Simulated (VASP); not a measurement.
Data:

```yaml
crystal:
  lattice:
    - [0.00000, 2.93937, 2.93937]
    - [2.93937, 0.00000, 2.93937]
    - [2.93937, 2.93937, 0.00000]
  atoms:
    - { symbol: Al, position: [0.25000, 0.25000, 0.25000] }
    - { symbol: Al, position: [0.75000, 0.75000, 0.75000] }
    - { symbol: Pt, position: [0.00000, 0.00000, 0.00000] }
```

Level of theory: PBE GGA with D3 dispersion (zero damping), VASP's PBE PAW potentials (set 64) (plane waves; VASP). Run with 520 eV cut-off, Gaussian smearing of 0.050 eV, potentials Al Pt.

Problem. Give the energies of bands 1 to 11 at the high-symmetry points, in eV from the Fermi level.

Solution. 
| band | Γ | X | U | L | W |
|---|---|---|---|---|---|
| 1 | -10.35 | -6.38 | -6.55 | -8.00 | -6.10 |
| 2 | -5.15 | -6.18 | -6.00 | -6.18 | -6.10 |
| 3 | -5.15 | -5.89 | -5.67 | -4.83 | -5.47 |
| 4 | -5.15 | -3.85 | -4.39 | -4.83 | -5.20 |
| 5 | -3.78 | -3.85 | -4.04 | -3.77 | -3.85 |
| 6 | -3.78 | -3.48 | -3.72 | -3.55 | -3.32 |
| 7 | 3.07 | -3.26 | -3.10 | -3.55 | -2.83 |
| 8 | 3.82 | -1.65 | -2.04 | 1.01 | -2.83 |
| 9 | 3.82 | -1.65 | -0.63 | 1.01 | -0.91 |
| 10 | 3.82 | 3.24 | 3.35 | 3.79 | 5.26 |
| 11 | 5.49 | 3.40 | 5.46 | 5.21 | 5.26 |

It has no gap at this level: it comes out as a metal or semimetal.

The compound is PtAl2 in the fluorite structure. It was relaxed first.
